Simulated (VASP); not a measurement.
```
CsBr
1.0
    4.27043     0.00000     0.00000
    0.00000     4.27043     0.00000
    0.00000     0.00000     4.27043
Cs Br
1 1
Direct
  0.00000   0.00000   0.00000
  0.50000   0.50000   0.50000
```

Method: optB86b-vdW, VASP's PBE PAW potentials (set 64) (plane waves; VASP 6.6.1). Settings: 520 eV cut-off, Gaussian smearing of 0.050 eV, potentials Cs_sv Br.

Unless said otherwise, spin-orbit coupling is left out, though it shifts the bands of the heavy elements here.

Problem. What does the run give for the band gap (along the path) with the smallest direct gap where there is one?

Solution. 
```yaml
band gap (along the path): 4.52 eV
smallest direct gap (along the path): 4.52 eV
```

Total energies compare only between runs with the same potentials, cut-off and functional.

The compound is CsBr in the CsCl type structure. It was relaxed first.
